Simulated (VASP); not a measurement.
Runs of VASP 6.6.1 on GaSn. The structure is orthorhombic, space group Fmmm (No. 69). Conventional cell: a = 5.459 Å, b = 5.806 Å, c = 6.196 Å, α = 90.00°, β = 90.00°, γ = 90.00°. Ga (site symmetry mmm) is surrounded by 6 Sn at 2.73 to 3.10 Å. Sn (site symmetry mmm) has 6 Ga at 2.73 to 3.10 Å as nearest neighbours. The cell was built by a generator and needn't be a form met in nature.

| level | potentials or basis | gap on the mesh (eV) | pressure (GPa) | relaxed volume (Å³/atom) |
| --- | --- | --- | --- | --- |
| SCAN | VASP PAW PBE potentials, release 64 (Ga_d, Sn_d) | none | 0.0 | (b) |
| PBEsol | VASP PAW PBE potentials, release 64 (Ga_d, Sn_d) | none | -0.1 | 23.09 |
| RPBE | VASP PAW PBE potentials, release 64 (Ga_d, Sn_d) | none | 0.0 | (a) |
| LDA | VASP PAW LDA potentials, release 64 (Ga_d, Sn_d) | none | 0.0 | 22.42 |
| optB88-vdW | VASP PAW PBE potentials, release 64 (Ga_d, Sn_d) | none | 0.0 | 24.53 |

Alike in all rows: task relaxation of cell and atoms; no spin polarisation; cell relaxed; k mesh 8 × 8 × 8; cutoff (eV) 600; smearing fermi-dirac 0.05 eV.

Question: Estimate the missing entries.

Answer: (a) 25.37; (b) 23.40.

Caveats: the PAW data sets were made with another functional, which shifts forces and pressure a little (some runs).

A k mesh can miss the band edges, and the runs leave out spin-orbit coupling on Ga, Sn.

A gap of «none» marks a metal or a gap under the smearing width.

Runs at the PBE level aren't shown here.
